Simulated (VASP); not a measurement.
Input for VASP

### KPOINTS
```
Automatic mesh
0
Gamma
8 8 2
0.5 0.5 0.5
```

### INCAR
```
SYSTEM = GaN
PREC = Accurate
ENCUT = 400
EDIFF = 1E-6
NELM = 100
ALGO = Normal
LREAL = .FALSE.
LASPH = .TRUE.
ISMEAR = -1
SIGMA = 0.1
LMAXMIX = 4
LWAVE = .FALSE.
LCHARG = .FALSE.
ISIF = 2
```

File POSCAR:
```
GaN
1.0
  3.1999230000   0.0000000000   0.0000000000
 -1.5999610000   2.7712140000   0.0000000000
  0.0000000000   0.0000000000  10.4757260000
Ga N
4 4
Cart
 -0.0212074994  -0.0541190382  -0.0439980492
 -0.0021599438   0.0233336219   5.2148687814
  1.5287201861   0.9521752743   7.8393419405
  0.0196622605   1.8492117037   2.6387515736
 -0.0591217823  -0.0275902066   8.5209660041
  0.0860395217  -0.0440844723   3.3023992914
  1.6349256387   0.9978337962   5.9357663418
  0.0130656186   1.8456673210   0.6512130311
```

POTCAR, in this order: Ga_d N (LDA.64 set). Program: vasp_std.

Translate this LDA calculation to Quantum ESPRESSO's pw.x.

One equivalent input (not run):
```
&CONTROL
  calculation = 'scf'
  pseudo_dir = './pseudo'
  outdir = './out'
  tprnfor = .true.
  tstress = .true.
/
&SYSTEM
  ibrav = 0
  nat = 8
  ntyp = 2
  ecutwfc = 84
  occupations = 'smearing'
  smearing = 'fermi-dirac'
  degauss = 0.00735
  input_dft = 'pz'
/
&ELECTRONS
  conv_thr = 7.3e-08
  electron_maxstep = 100
/
ATOMIC_SPECIES
  Ga 69.723 Ga.upf
  N 14.007 N.upf
CELL_PARAMETERS angstrom
     3.1999230    0.0000000    0.0000000
    -1.5999610    2.7712140    0.0000000
     0.0000000    0.0000000   10.4757260
ATOMIC_POSITIONS crystal
  Ga  -0.0163920 -0.0195290 -0.0042000
  Ga   0.0035350  0.0084200  0.4978050
  Ga   0.6495340  0.3435950  0.7483340
  Ga   0.3397910  0.6672930  0.2518920
  N   -0.0234540 -0.0099560  0.8134010
  N    0.0189340 -0.0159080  0.3152430
  N    0.6909620  0.3600710  0.5666210
  N    0.3370900  0.6660140  0.0621640
K_POINTS automatic
  8 8 2 1 1 1
```
What does not carry over: the potentials are each code's own (VASP's PAW set, PseudoDojo norm-conserving files in pw.x), so ENCUT and ecutwfc are chosen apart and not converted; conv_thr bounds pw.x's estimated SCF error, while EDIFF bounds the energy change between steps.

The structure was generated: GaN was put into an ordered model structure, which need not be its known phase. The cell was not relaxed at this level, atoms are displaced from their ideal sites.
